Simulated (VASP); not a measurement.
Given:

```
CELL_PARAMETERS angstrom
     -2.77881     2.77881     2.77881
      2.77881    -2.77881     2.77881
      2.77881     2.77881    -2.77881
ATOMIC_POSITIONS crystal
  Rb 0.00000 0.00000 0.00000
```

Level of theory: vdW-DF2, VASP's PBE PAW potentials (set 64) (plane waves; VASP 6.6.1). Run with 520 eV cut-off, 10×10×10 Γ-centred mesh, tetrahedra with Blöchl corrections, potentials Rb_sv.

Problem. Predict the energy per atom (σ→0), band gap (on the k-mesh) with the smallest direct gap where there is one.

Solution. 
band gap (on the k-mesh): none (metal, semimetal or under 0.01 eV)
energy per atom (σ→0): 1054 meV/atom

The compound is Rb in the bcc structure. It was relaxed first.
